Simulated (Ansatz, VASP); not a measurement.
**ZnBr in VASP and in Ansatz**

File POSCAR:

```
ZnBr
1.0
    4.9186300000      0.0000000000      0.0000000000
   -2.4593200000      4.2596600000      0.0000000000
    0.0000000000      0.0000000000      4.9864800000
Zn Br
1 1
Direct
    0.0000000000      0.0000000000      0.5000000000
    0.0000000000      0.0000000000      0.0000000000
```

INCAR.step1

```
PREC = Accurate
ENCUT = 520
EDIFF = 1E-5
ISMEAR = -1
SIGMA = 0.05
LREAL = False
LASPH = True
NELM = 100
ALGO = Normal
ISIF = 2
LWAVE = True
LCHARG = False
GGA = PE
```

Contents of INCAR.step2:

```
PREC = Accurate
ENCUT = 520
EDIFF = 1E-7
ISMEAR = -1
SIGMA = 0.05
LREAL = False
LASPH = True
NELM = 100
ALGO = Normal
ISIF = 2
LWAVE = False
LCHARG = False
GGA = PE
LHFCALC = True
HFSCREEN = 0.1
AEXX = 0.25
PRECFOCK = Fast
ISTART = 1
```

KPOINTS

```
regular mesh
0
Gamma
  3 3 3
```

Contents of input.yaml:

```yaml
crystal:
  lattice:
    - [4.91863, 0.0, 0.0]
    - [-2.45932, 4.25966, 0.0]
    - [0.0, 0.0, 4.98648]
  atoms:
    - { symbol: Zn, position: [0.0, 0.0, 0.5] }
    - { symbol: Br, position: [0.0, 0.0, 0.0] }
hamiltonian:
  xc: { exchange: pbe, correlation: pbe, exx: { coeff: 0.25, omega: 0.1 } }
  pseudopotentials: { kind: paw }
kpoints:
  mp_grid: { grid: [3, 3, 3] }
scf:
  occupations: { method: fermi_dirac, width: 0.05 }
output:
  forces: true
  stress: true
  eigenvalues: true
  write_density: true
  write_potential: true
  elf: true
  volumetric_format: npy
```

The cell was built by a generator and needn't be a form met in nature.

Alike in both runs: task single point; functional HSE(alpha, omega); k mesh 3 × 3 × 3; occupations fermi-dirac, width 0.05 eV; no spin polarisation.

```csv
,VASP,Ansatz
version,VASP 6.6.1,Ansatz 0.2.0
potentials or method,"VASP PAW PBE potentials, release 64 (Zn, Br)",Ansatz PAW
plane-wave cutoff (eV),520,420
valence electrons in the cell,19,19
```

|  | VASP | Ansatz | Ansatz less VASP |
| --- | --- | --- | --- |
| gap on the k mesh at the Fermi level (eV) | none | none | - |
| pressure (GPa) | -0.2 | -0.1 | +0.03 |
| largest component of the traceless stress (GPa) | 0.33 | 0.30 | -0.023 |

A gap of «none» marks a metal or a gap that the smearing closes. With one functional, cell and mesh, what is left measures potentials, basis and numerics.

Caveats: the k mesh is coarse (spacing up to 0.49 Å⁻¹), so the values aren't converged, least of all with exact exchange; an odd number of electrons without spin polarisation forces a metal; a magnetic or distorted state may lie lower; the PAW data sets were made with another functional, which shifts forces and pressure a little (VASP); the PAW data sets come from PBE, with cores solved anew for the run's functional, which leaves a small shift of forces and pressure (Ansatz); the thresholds are loose for stress (Ansatz).
